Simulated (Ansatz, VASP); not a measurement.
**In2S in two plane-wave programs**

Wanted: the spread between two codes on one cell, functional and k mesh. The cell is generated by rule, not measured, and may not be a known phase. The cell is taken from a series of runs on this material, whose earlier steps may have relaxed, scaled, displaced or heated it; both programs get it as it stands.

Program: Ansatz 0.2.0. Level of theory: plane waves, with VASP 6.6.1 beside it; single point at PBEsol. Results are calculated unless marked as measured.

The structure was built from a prototype and need not be the compound's stable phase.

### Step 1. Starting point

It takes space group Pccm (No. 49, orthorhombic). The conventional cell has a = 6.290 Å, b = 8.895 Å, c = 8.895 Å, α = 90.00°, β = 90.00°, γ = 90.00°. S has 4 In at 2.69 to 2.76 Å nearest. Nearest to In lie 2 S at 2.72 Å. Nearest to In lie 2 S at 2.76 Å. Nearest to In lie 2 S at 2.69 Å. Farther neighbours and most contacts between anions are not listed. That group holds within 0.01 Å; judged at 0.001 Å it is P222 (No. 16).

### Step 2. Ansatz: single point, PBEsol, pair 1

Ansatz runs on its default PAW (the set named soft_2) files.

With cell and atoms fixed, the geometry can't cause a difference; cores, projectors, grids and the points listed under the comparison can.

input.yaml reads:

```yaml
crystal:
  lattice:
    - [-6.2898146533, 0.0, 0.0]
    - [0.0, -6.2898146533, -6.2898146533]
    - [0.0, -6.2898146533, 6.2898146533]
  atoms:
    - { symbol: S, position: [0.0, 0.0002069694, -0.0044920715] }
    - { symbol: S, position: [0.0, 0.4997930306, 0.5044920715] }
    - { symbol: S, position: [0.5, 0.0002069694, 0.5044920715] }
    - { symbol: S, position: [0.5, 0.4997930306, -0.0044920715] }
    - { symbol: In, position: [0.75, 0.25, 0.4992221595] }
    - { symbol: In, position: [0.75, 0.75, 0.0007778405] }
    - { symbol: In, position: [0.25, 0.9999641615, 0.25] }
    - { symbol: In, position: [0.25, 0.5000358385, 0.75] }
    - { symbol: In, position: [0.25, 0.9999641615, 0.75] }
    - { symbol: In, position: [0.25, 0.5000358385, 0.25] }
    - { symbol: In, position: [0.75, 0.75, 0.4992221595] }
    - { symbol: In, position: [0.75, 0.25, 0.0007778405] }
kpoints:
  mp_grid: { grid: [6, 4, 4] }
hamiltonian:
  xc: pbesol
scf:
  occupations: { method: methfessel_paxton, width: 0.2 }
output:
  forces: true
  stress: true
  eigenvalues: true
```

On the command line:

```
ansatz run input.yaml --threads 8 --pin off --max-ram 14336MiB --backend cpu --events-out ev --progress --plain --runs-dir out
```

Numbers of over 12 decimals in the logs are rounded to 6 here.

Log:

```text
Engine: ansatz 0.2.0, aarch64-unknown-linux-gnu
Pseudopotentials: kind: paw
Pseudopotential: S, paw, valence charge 6, recommended cutoff 420 eV (normal), S.paw.azcp
Pseudopotential: In, paw, valence charge 13, recommended cutoff 420 eV (normal), In.paw.azcp
Functional definition: PBEsol
  exchange = pbesol_x
  correlation = pbesol_c
Crystal: 12 atoms, lattice volume = 497.672 Å³
Basis set: ecut = 420 eV, 9757 PW (Γ), exchange–correlation on 90×120×120 points (8 copies of the dense FFT grid, shifted against one another)
Bands: 77, of which v1, the nominal top of the filled ones, is band 64 counted from 1 (63 counted from 0)
Symmetry: 4 space group operations
Space group: P222 (ITA 16), of the structure as read, at distance tolerance 7.9e-5 Å
k-points: 36 of 96 (time reversal used)
Non-local potential: S, projectors of the file, l = 0: 2, l = 1: 2, l = 2: 2
Non-local potential: In, projectors of the file, l = 0: 2, l = 1: 2, l = 2: 2, l = 3: 2
PAW form: soft (Blöchl's): semilocal exchange-correlation on the pseudo side does not see the compensation charge
PAW frozen core: S, regenerated for the run's functional, and the local potential with it (the file was generated under x = pbe(κ = 0.804, μ = 0.219515), c = pbe(β = 0.066725))
PAW frozen core: In, regenerated for the run's functional, and the local potential with it (the file was generated under x = pbe(κ = 0.804, μ = 0.219515), c = pbe(β = 0.066725))
PAW one-centre angular grid: S, 110 points (default); XC on 64 Gauss nodes
PAW one-centre angular grid: In, 590 points (default); XC on 64 Gauss nodes
Initial density: superposition of atomic densities (neutral atoms: chi_scale 0, normalization atom), corrected by the library's trained network
Initial wavefunctions: pseudopotential atomic-orbital guess
Functional: x = pbesol(κ = 0.804, μ = 0.123457), c = pbesol(β = 0.046)
SCF iter   1: F=—  HF=-47737.179304 eV  |F-HF|=—  |Δ(HF+E_count)|=         —  Δρ=3.89e-3  dr2=1.64e-1  ethr=1.77e-3  ⟨swp⟩=6.1  Hψ=10123  notcnv=0
preconditioner: auto → LDOS  [metal: Δε(μ)=0.014 eV  Ē_g=12.387 eV  σ=0.200 eV  W_gap=0.06  n_scr=80 (ndim 8)  ℏωp=18.8 eV  f_vac=0.040  D(μ)=11.52/eV (n_scr^D=68)  β→1.0]
SCF iter   2: F=—  HF=-47737.163742 eV  |F-HF|=—  |Δ(HF+E_count)|=   1.56e-2  S|Δr|=    0.00e0  Δρ=1.75e-3  dr2=2.49e-2  ethr=1.28e-4  ⟨swp⟩=2.3  Hψ=5529  notcnv=0  defer=1
SCF iter   3: F=—  HF=-47737.164951 eV  |F-HF|=—  |Δ(HF+E_count)|=   1.21e-3  S|Δr|=    0.00e0  Δρ=1.33e-3  dr2=1.11e-2  ethr=1.94e-5  ⟨swp⟩=2.0  Hψ=4996  notcnv=0  defer=1
SCF iter   4: F=—  HF=-47737.161799 eV  |F-HF|=—  |Δ(HF+E_count)|=   3.15e-3  S|Δr|=    0.00e0  Δρ=2.58e-4  dr2=5.80e-4  ethr=8.64e-6  ⟨swp⟩=2.0  Hψ=4999  notcnv=0  defer=1
SCF iter   5: F=—  HF=-47737.161733 eV  |F-HF|=—  |Δ(HF+E_count)|=   6.68e-5  S|Δr|=    0.00e0  Δρ=1.29e-4  dr2=2.38e-4  ethr=4.53e-7  ⟨swp⟩=2.0  Hψ=4953  notcnv=0  defer=1
SCF iter   6: F=—  HF=-47737.161692 eV  |F-HF|=—  |Δ(HF+E_count)|=   4.01e-5  S|Δr|=    0.00e0  Δρ=4.23e-5  dr2=2.22e-5  ethr=1.86e-7  ⟨swp⟩=2.0  Hψ=4752  notcnv=0  defer=1
SCF iter   7: F=—  HF=-47737.161676 eV  |F-HF|=—  |Δ(HF+E_count)|=   1.69e-5  S|Δr|=    0.00e0  Δρ=1.43e-5  dr2=2.17e-6  ethr=1.74e-8  ⟨swp⟩=2.3  Hψ=4887  notcnv=0  defer=1
SCF iter   8: F=—  HF=-47737.161676 eV  |F-HF|=—  |Δ(HF+E_count)|=   1.16e-8  S|Δr|=    0.00e0  Δρ=4.26e-6  dr2=2.19e-7  ethr=1.70e-9  ⟨swp⟩=2.3  Hψ=3840  notcnv=0  defer=1
SCF iter   9: F=-47737.161676 eV  HF=-47737.161676 eV  |F-HF|=1.69e-8  |Δ(HF+E_count)|=   1.74e-9  S|Δr|=    0.00e0  Δρ=2.38e-6  dr2=3.23e-8  ethr=7.81e-11  ⟨swp⟩=10.8  Hψ=11990  notcnv=0
SCF 1 converged in 9 iterations: F = -47737.161676 eV  dr2 = 3.23e-8
  greatest PAW one-centre occupation: 0.984 electrons in one spin orbital (limit 2), on the In atom at site 9 (counted from 0), in its partial waves of l = 2
SCF converged after 9 iterations
Stability not checked: this state was not tested for a lower state beside it, because cold or Methfessel-Paxton smearing, or corrected tetrahedra, fill the levels in a way that the test cannot read (fill_not_monotonic; see scf.lower_state_search)
Free energy (F): -47737.161676 eV
Harris-Foulkes:  -47737.161676 eV  (|F-HF|=1.69e-8)
Internal energy: -47737.184037 eV  (E = F + TS)
E sigma→0 (E₀):  -47737.167266 eV
Entropy (-TS):   0.022362 eV (1.863 meV/atom)
Fermi energy:    3.630934 eV
Step filling:    the computed levels leave a gap of 0.0004 eV = 0.0 smearing widths at the electron count; against every level under it full and every level over it empty, smearing changes F+E_penalty+E_count by +17.197 meV and its σ→0 estimate by +11.607 meV
--- Per-component energies (eV) ---
  E_band       = -898.545307
  E_kinetic    = 2336.473018
  E_local      = -12838.174370  (includes V_loc(G=0)·N_el)
  E_nonlocal   = 3056.019076
  E_hartree    = 5033.990729
  E_xc         = -2086.616988
  E_vxc        = -1136.940992  (∫ρ·V_xc dr)
  E_paw        = -34973.002352  (= ΣΔE_a)
  E_vpaw       = -2383.895259  (= ΣTr[D̂ρ^β])
  E_aug_tail   = 0.000208  (compensation charges beyond the density's cutoff)
  E_ewald      = -8268.008375
  E_core_change = 2.135017  (= ΣΔE_core)
  E_smearing   = 0.022362  (= −TS)
  E_closure    = 0.000000  (closes the sum)
  Σ components = -47737.161676   (vs F -47737.161676, Δ=0.00e0)
--- Forces (eV/Å), atoms counted from 1 ---
  atom   1  S     -0.03172228     0.12351545    -0.13577137
  atom   2  S     -0.03172228    -0.12351545     0.13577137
  atom   3  S      0.03172228    -0.13577137     0.12351545
  atom   4  S      0.03172228     0.13577137    -0.12351545
  atom   5  In    -0.00000000     0.09619354    -0.09619354
  atom   6  In     0.00000000    -0.09427094     0.09427094
  atom   7  In    -0.00000000     0.00347874     0.00347874
  atom   8  In     0.00000000    -0.00541780    -0.00541780
  atom   9  In     0.00000000     0.00541780     0.00541780
  atom  10  In     0.00000000    -0.00347874    -0.00347874
  atom  11  In     0.00000000     0.09427094    -0.09427094
  atom  12  In     0.00000000    -0.09619354     0.09619354
  max |Σ_I F_I| component: 2.78e-17 eV/Å
--- Stress (GPa, compression-positive) ---
        0.028120      -0.000000       0.000000
       -0.000000       0.007399       0.048455
        0.000000       0.048455       0.007399
  P = ⅓ Tr σ = 0.0143 GPa (0.143 kbar)
--- Band table (eV; the first three rows and the last of 36) ---
  k-point 0: bands = [... 60 lower, 3.0969, 3.2295, 3.2696, 3.8635, 3.8642, 3.8799, 4.6205, 4.6230, ... 9 higher]
  k-point 1: bands = [... 60 lower, 3.2592, 3.2916, 3.3856, 3.6160, 3.7454, 3.7533, 4.4272, 4.5284, ... 9 higher]
  k-point 2: bands = [... 60 lower, 3.3508, 3.4734, 3.5362, 3.5590, 3.7971, 3.8444, 3.8461, 3.9636, ... 9 higher]
  k-point 35: bands = [... 60 lower, 3.1761, 3.1826, 3.3096, 3.3154, 4.5836, 4.5867, 4.6544, 4.6578, ... 9 higher]
```

The column dr2 measures how far the density is from self-consistency, as an energy; F and HF (Harris–Foulkes) agree once it is small.

The run ends at a pressure of 0.01 GPa, with forces up to 0.19 eV/Å.

### Step 3. VASP: single point, PBEsol, pair 1

The same cell, functional, mesh and smearing now go to VASP, with its own data sets.

Lines of VASP's logs that name or quote its potential files are left out, and so is its time.

INCAR reads:

```
SYSTEM = In2S
PREC = Accurate
ENCUT = 500
EDIFF = 1E-06
NELM = 120
ISMEAR = 1
SIGMA = 0.2
LREAL = .FALSE.
ALGO = Normal
GGA = PS
NBANDS = 79
LORBIT = 11
LWAVE = .FALSE.
LCHARG = .FALSE.
ISIF = 2
LASPH = .TRUE.
GGA_COMPAT = .FALSE.
KPAR = 2
```

POSCAR reads:

```
In2S
1.0
   -6.2898146533      0.0000000000      0.0000000000
    0.0000000000     -6.2898146533     -6.2898146533
    0.0000000000     -6.2898146533      6.2898146533
S In
4 8
Direct
    0.0000000000      0.0002069694      0.9955079285
    0.0000000000      0.4997930306      0.5044920715
    0.5000000000      0.0002069694      0.5044920715
    0.5000000000      0.4997930306      0.9955079285
    0.7500000000      0.2500000000      0.4992221595
    0.7500000000      0.7500000000      0.0007778405
    0.2500000000      0.9999641615      0.2500000000
    0.2500000000      0.5000358385      0.7500000000
    0.2500000000      0.9999641615      0.7500000000
    0.2500000000      0.5000358385      0.2500000000
    0.7500000000      0.7500000000      0.4992221595
    0.7500000000      0.2500000000      0.0007778405
```

KPOINTS reads:

```
Automatic mesh
0
Gamma
6 4 4
0 0 0
```

The projector-augmented-wave data sets are S and In_d (PBE family, release 64).

On the command line:

```
mpirun -np 2 vasp_std
```

Log:

```text
[banner, memory and clock lines left out]
running    2 mpi-ranks, on    1 nodes
 distrk:  each k-point on    1 cores,    2 groups
 distr:  one band on    1 cores,    1 groups

 POSCAR found type information on POSCAR S In
 POSCAR found :  2 types and      12 ions
|                                                                             |
|               ----> ADVICE to this user running VASP <----                  |
|                                                                             |
|     You enforced a specific xc type in the INCAR file but a different       |
|     [... a line on the potential file left out ...]
|     I HOPE YOU KNOW WHAT YOU ARE DOING!                                     |
|                                                                             |

 LDA part: xc-table for (Slater+PW92), standard interpolation
 POSCAR, INCAR and KPOINTS ok, starting setup
 FFT: planning ... GRIDC
 FFT: planning ... GRID_SOFT
 FFT: planning ... GRID
 WAVECAR not read
 entering main loop
       N       E                     dE             d eps       ncg     rms          rms(c)
DAV:   1     0.128142917479E+04    0.12814E+04   -0.54461E+04  5688   0.167E+03
DAV:   2     0.162989724229E+03   -0.11184E+04   -0.10881E+04  5704   0.449E+02
DAV:   3    -0.191557270789E+02   -0.18215E+03   -0.17242E+03  6739   0.196E+02
DAV:   4    -0.392477014411E+02   -0.20092E+02   -0.19149E+02  6864   0.577E+01
DAV:   5    -0.401606256394E+02   -0.91292E+00   -0.91024E+00  6667   0.121E+01    0.173E+01
DAV:   6    -0.355397129260E+02    0.46209E+01   -0.89992E+00  7775   0.162E+01    0.104E+01
DAV:   7    -0.357713165622E+02   -0.23160E+00   -0.35840E+00  7139   0.553E+00    0.341E+00
DAV:   8    -0.357155215297E+02    0.55795E-01   -0.45995E-01  7247   0.292E+00    0.207E+00
DAV:   9    -0.357331514411E+02   -0.17630E-01   -0.30911E-01  7713   0.241E+00    0.146E+00
DAV:  10    -0.356820413384E+02    0.51110E-01   -0.85008E-02  7367   0.138E+00    0.496E-01
DAV:  11    -0.356851915387E+02   -0.31502E-02   -0.35569E-02  7813   0.505E-01    0.318E-01
DAV:  12    -0.356839201851E+02    0.12714E-02   -0.63425E-03  6686   0.306E-01    0.132E-01
DAV:  13    -0.356840463591E+02   -0.12617E-03   -0.93930E-04  6581   0.153E-01    0.729E-02
DAV:  14    -0.356839789248E+02    0.67434E-04   -0.11205E-04  7764   0.480E-02    0.472E-02
DAV:  15    -0.356839756007E+02    0.33241E-05   -0.34222E-05  5478   0.176E-02    0.216E-02
DAV:  16    -0.356839629497E+02    0.12651E-04   -0.16480E-05  5771   0.151E-02    0.132E-02
DAV:  17    -0.356839640985E+02   -0.11488E-05   -0.55796E-06  4754   0.904E-03    0.774E-03
DAV:  18    -0.356839623505E+02    0.17480E-05   -0.28630E-06  4265   0.729E-03    0.251E-03
DAV:  19    -0.356839625292E+02   -0.17872E-06   -0.26489E-06  4817   0.491E-03
   1 F= -.35683963E+02 E0= -.35691378E+02  d E =0.222460E-01
```

From OUTCAR (step 3):

```text
ion  position               nearest neighbor table
   1  0.000  0.000  0.996-   9 2.69  12 2.72   6 2.73   7 2.76
   2  0.000  0.500  0.504-   8 2.69   5 2.72  11 2.73  10 2.76
   3  0.500  0.000  0.504-   9 2.69   5 2.72  11 2.73   7 2.76
   4  0.500  0.500  0.996-   8 2.69  12 2.72   6 2.73  10 2.76
   5  0.750  0.250  0.499-   2 2.72   3 2.72
   6  0.750  0.750  0.001-   1 2.73   4 2.73
   7  0.250  1.000  0.250-   1 2.76   3 2.76
   8  0.250  0.500  0.750-   2 2.69   4 2.69
   9  0.250  1.000  0.750-   1 2.69   3 2.69
  10  0.250  0.500  0.250-   2 2.76   4 2.76
  11  0.750  0.750  0.499-   2 2.73   3 2.73
  12  0.750  0.250  0.001-   1 2.72   4 2.72

  LATTYP: Found a simple tetragonal cell.
 ALAT       =     8.8951411875
 C/A-ratio  =     0.7071067812

 Subroutine GETGRP returns: Found  4 space group operations
 (whereof  1 operations were pure point group operations)

The static configuration has the point symmetry C_1 .
 The point group associated with its full space group is D_2 .

 Found     36 irreducible k-points:

   k-points           NKPTS =     36   k-points in BZ     NKDIM =     36   number of bands    NBANDS=     79

   dimension x,y,z NGX =    48 NGY =   70 NGZ =   70
   dimension x,y,z NGXF=    96 NGYF=  140 NGZF=  140

   ENCUT  =  500.0 eV  36.75 Ry    6.06 a.u.  11.47 16.22 16.22*2*pi/ulx,y,z

   NELECT =     128.0000    total number of electrons

 k-points in reciprocal lattice and weights: Automatic mesh
   0.00000000  0.00000000  0.00000000       0.010
   0.16666667  0.00000000  0.00000000       0.021
   0.33333333  0.00000000  0.00000000       0.021
   0.50000000  0.00000000  0.00000000       0.010
   0.00000000  0.25000000  0.00000000       0.021
   0.00000000  0.00000000  0.25000000       0.021
   0.16666667  0.25000000  0.00000000       0.042
   0.16666667  0.00000000  0.25000000       0.042
   0.33333333  0.25000000  0.00000000       0.042
[...]
0.33333333  0.50000000  0.50000000       0.021
   0.50000000  0.50000000  0.50000000       0.010

 average (electrostatic) potential at core
       1 -88.9176       2 -88.9176       3 -88.9176       4 -88.9176       5 -98.6513
       6 -98.6490       7 -98.6359       8 -98.6862       9 -98.6862      10 -98.6359
      11 -98.6490      12 -98.6513

 E-fermi :   2.2785

 k-point     1 :       0.0000    0.0000    0.0000
  band No.  band energies     occupation
    ...
     59       0.4733      2.00000
     60       1.7177      2.00054
     61       1.7432      2.00102
     62       1.8770      2.01561
     63       1.9164      2.02809
     64       2.5116     -0.06974
     65       2.5123     -0.06989
     66       2.5278     -0.07077
     67       3.2677     -0.00000
     68       3.2700     -0.00000
    ...

 k-point     2 :       0.1667    0.0000    0.0000
  band No.  band energies     occupation
    ...
     59       1.1857      2.00000
     60       1.8218      2.00577
     61       1.9190      2.02908
     62       1.9788      2.05547
     63       1.9941      2.06190
     64       2.3425      0.48772
     65       2.3947      0.17744
     66       2.3970      0.16660
     67       3.1084     -0.00000
     68       3.1109     -0.00000
    ...

 k-point     3 :       0.3333    0.0000    0.0000
  band No.  band energies     occupation
    ...
     61       2.0762      2.05251
     62       2.1192      1.97829
     63       2.2002      1.60947
     64       2.2063      1.56858
     65       2.2272      1.41835
     66       2.6880     -0.01367
     67       2.8244     -0.00078
     68       2.8292     -0.00069
     69       2.9193     -0.00006
     70       3.3884     -0.00000
    ...

  Total        0.0423094     -0.0338644     -0.0338644      0.0000000      0.1534655      0.0000000
  in kB        0.1362085     -0.1090209     -0.1090209      0.0000000      0.4940580      0.0000000
  external PRESSURE =      -0.0272778 kB  Pullay stress =       0.0000000 kB

  energy-cutoff  :      500.00
  volume of cell :      497.67
      direct lattice vectors                 reciprocal lattice vectors
    -6.289814653  0.000000000  0.000000000    -0.158987197  0.000000000  0.000000000
     0.000000000 -6.289814653 -6.289814653     0.000000000 -0.079493598 -0.079493598
     0.000000000 -6.289814653  6.289814653     0.000000000 -0.079493598  0.079493598

 POSITION                                       TOTAL-FORCE (eV/Angst)
 -----------------------------------------------------------------------------------
      0.00000     -6.26286      6.26026        -0.032220      0.123568     -0.135862
      0.00000     -6.31677      0.02956        -0.032220     -0.123568      0.135862
     -3.14491     -3.17446      3.17186         0.032220     -0.135862      0.123568
     -3.14491     -9.40517      3.11795         0.032220      0.135862     -0.123568
     -4.71736     -4.71247      1.56756         0.000000      0.095764     -0.095764
     -4.71736     -4.72225     -4.71247         0.000000     -0.093850      0.093850
     -1.57245     -7.86204     -4.71714         0.000000      0.003466      0.003466
     -1.57245     -7.86249      1.57223         0.000000     -0.005409     -0.005409
     -1.57245    -11.00695     -1.57223         0.000000      0.005409      0.005409
     -1.57245     -4.71759     -1.57268         0.000000     -0.003466     -0.003466
     -4.71736     -7.85738     -1.57735         0.000000      0.093850     -0.093850
     -4.71736     -1.57735     -1.56756         0.000000     -0.095764      0.095764
 -----------------------------------------------------------------------------------
    total drift:                                0.000000      0.000000      0.000000

  FREE ENERGIE OF THE ION-ELECTRON SYSTEM (eV)
  ---------------------------------------------------
  free  energy   TOTEN  =       -35.6839625292 eV

  energy  without entropy=      -35.7062085456  energy(sigma->0) =      -35.69137787

 total charge
# of ion       s       p       d       tot
------------------------------------------
    1        1.372   2.281   0.000   3.653
    2        1.372   2.281   0.000   3.653
    3        1.372   2.281   0.000   3.653
    4        1.372   2.281   0.000   3.653
    5        1.104   0.284   9.860  11.248
    6        1.105   0.283   9.860  11.248
    7        1.116   0.269   9.858  11.243
    8        1.087   0.302   9.862  11.251
    9        1.087   0.302   9.862  11.251
   10        1.116   0.269   9.858  11.243
   11        1.105   0.283   9.860  11.248
   12        1.104   0.284   9.860  11.248
--------------------------------------------------
tot         14.312  11.402  78.880 104.594

[... 3 further parts left out ...]
```

The run ends at a pressure of 0.00 GPa, with forces up to 0.19 eV/Å.

### Step 4. Comparison

Known differences besides the potentials themselves: the cutoff is 420 eV in Ansatz and 500 eV in VASP; Ansatz makes its cores anew for this functional, VASP keeps those of its PBE data sets. Total energies have different zeros and are not compared.

Compared:

```
      quantity  Ansatz  VASP  difference
pressure (GPa)    0.01  0.00       +0.02
```

Forces on 7 of the 12 atoms, those with the largest forces and the largest differences (eV/Å; atoms numbered as in POSCAR):

```
atom         Ansatz x, y, z           VASP x, y, z
  S1  -0.032, 0.124, -0.136  -0.032, 0.124, -0.136
  S2  -0.032, -0.124, 0.136  -0.032, -0.124, 0.136
  S3   0.032, -0.136, 0.124   0.032, -0.136, 0.124
  S4   0.032, 0.136, -0.124   0.032, 0.136, -0.124
 In5   0.000, 0.096, -0.096   0.000, 0.096, -0.096
In11   0.000, 0.094, -0.094   0.000, 0.094, -0.094
In12   0.000, -0.096, 0.096   0.000, -0.096, 0.096
```

The forces differ by 0.3 meV/Å r.m.s., which is 0.3 % of the r.m.s. force of 0.077 eV/Å (both taken over all components).

[end of part 1 of 2]

[Lines on the potential files, build, host, timing and source positions are cut from VASP's logs without a mark.]

[Logs are printed without paths, hosts, clocks, repeated set-up lines and the standing remarks that a program may print on its own settings, such as how far it seeks lower states.]

[Hosts, paths, dates, database ids (printed as entryN), source tags and the programs' standing remarks are cut or masked in the printed files.]
